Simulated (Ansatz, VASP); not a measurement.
## Two plane-wave programs on GaF

INCAR

```
SYSTEM = GaF
  PREC = Accurate
  ENCUT = 600
  EDIFF = 1E-6
  ISMEAR = -1
  SIGMA = 0.05
  LREAL = .False.
  LASPH = .True.
  NELM = 60
  ALGO = Normal
  ISIF = 3
  LWAVE = .False.
  LCHARG = .False.
  GGA = PE
  IBRION = 2
  NSW = 60
  EDIFFG = -0.01
```

KPOINTS

```
Automatic mesh
0
Gamma
  8 8 8
  0 0 0
```

The input POSCAR:

```
GaF
1.0
    0.0000000000      2.8462400000      2.8462400000
    2.8462400000      0.0000000000      2.8462400000
    2.8462400000      2.8462400000      0.0000000000
Ga F
1 1
Direct
    0.2500000000      0.2500000000      0.2500000000
    0.0000000000      0.0000000000      0.0000000000
```

The input input.yaml:

```yaml
crystal:
  lattice:
    - [0.0, 2.84624, 2.84624]
    - [2.84624, 0.0, 2.84624]
    - [2.84624, 2.84624, 0.0]
  atoms:
    - { symbol: Ga, position: [0.25, 0.25, 0.25] }
    - { symbol: F, position: [0.0, 0.0, 0.0] }
hamiltonian:
  xc: pbe
  pseudopotentials: { kind: paw }
kpoints:
  mp_grid: { grid: [8, 8, 8] }
scf:
  occupations: { method: fermi_dirac, width: 0.05 }
output:
  forces: true
  stress: true
  eigenvalues: true
relax:
  f_tol: 0.01
  max_steps: 40
  cell: { stress_tol: 0.05 }
```

The cell was built by a generator and needn't be a form met in nature.

Alike in both runs: task relaxation of cell and atoms; functional PBE; k mesh 8 × 8 × 8; occupations fermi-dirac, width 0.05 eV; no spin polarisation.

|  | VASP | Ansatz |
| --- | --- | --- |
| version | VASP 6.6.1 | Ansatz 0.2.0 |
| potentials or method | VASP PAW PBE potentials, release 64 (Ga_d, F) | Ansatz PAW |
| plane-wave cutoff (eV) | 600 | 420 |
| valence electrons in the cell | 20 | 20 |

Ansatz gave:

```
gap on the k mesh at the Fermi level, each at its own relaxed structure (eV) : 2.27
relaxed volume (Å³/atom)                                                     : 23.06
relaxed cell length with the largest relative difference (Å)                 : 4.025
```

Problem. Which values does VASP return?

Solution. gap on the k mesh at the Fermi level, each at its own relaxed structure (eV): 2.26; relaxed volume (Å³/atom): 22.99; relaxed cell length with the largest relative difference (Å): 4.021.

Caveats: the plane-wave basis is chosen anew once the cell has moved, so the energies of steps on either side of that aren't comparable (Ansatz). A k mesh can miss the band edges. PBE gaps usually lie below the measured ones, often by a third to a half.
